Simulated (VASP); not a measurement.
```yaml
crystal:
  lattice:
    - [2.07999, -3.60265, 0.00000]
    - [2.07999, 3.60265, 0.00000]
    - [0.00000, 0.00000, 6.85591]
  atoms:
    - { symbol: Mg, position: [0.00000, 0.00000, 0.00000] }
    - { symbol: I, position: [0.33333, 0.66667, 0.24416] }
    - { symbol: I, position: [0.66667, 0.33333, 0.75584] }
```

Computed with optB86b-vdW, VASP's PBE PAW potentials (set 64) (plane waves; VASP). Settings: 520 eV cut-off, Gaussian smearing of 0.050 eV, potentials Mg I.

Unless said otherwise, spin-orbit coupling is left out, though it shifts the bands of the heavy elements here.

Task: Give the energies of bands 3 to 11 at the high-symmetry points, in eV from the valence-band maximum.

Result: 
```csv
band,Γ,M,K,A,L,H
3,-3.55,-3.58,-3.33,-2.67,-3.68,-3.15
4,-0.48,-2.80,-2.37,-1.50,-3.21,-2.77
5,-0.48,-1.90,-2.37,-0.37,-1.21,-2.77
6,-0.09,-1.40,-1.90,-0.37,-1.13,-2.23
7,-0.09,-0.94,-1.27,-0.20,-0.82,-0.56
8,0.00,-0.47,-1.27,-0.20,-0.73,-0.56
9,3.63,3.63,3.84,4.63,3.52,4.79
10,4.76,5.30,7.37,4.85,5.15,5.72
11,6.69,5.46,7.37,6.49,5.69,5.72
```

The gap is indirect, 3.49 eV, from the valence maximum at Γ to the conduction minimum at L-M at 0.33.

The compound is MgI2 in the 1T layered structure. It was relaxed first.
